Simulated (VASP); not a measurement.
# InSb (space group Fm-3m): computed properties

Calculation: r2SCAN meta-GGA, VASP's PBE PAW potentials (set 64) (plane waves; VASP).

```
Item                                                                   Value
----------------------------------  ----------------------------------------
space group                                                      Fm-3m (225)
cell                                 a = b = c = 6.086 Å, α = β = γ = 90.00°
volume per atom                                                28.17 Å³/atom
band gap (over mesh and band path)  none (metal, semimetal or under 0.01 eV)
density                                                           6.97 g/cm³
```

```yaml
crystal:
  lattice:
    - [0.00000, 3.04285, 3.04285]
    - [3.04285, 0.00000, 3.04285]
    - [3.04285, 3.04285, 0.00000]
  atoms:
    - { symbol: In, position: [0.00000, 0.00000, 0.00000] }
    - { symbol: Sb, position: [0.50000, 0.50000, 0.50000] }
```

Unless said otherwise, spin-orbit coupling is left out, though it shifts the bands of the heavy elements here.

The structure comes from a computed database's InSb entry (Fm-3m); how it stands against other phases isn't given here. It was relaxed first. Symmetry was kept, so distortions that lower it aren't found.
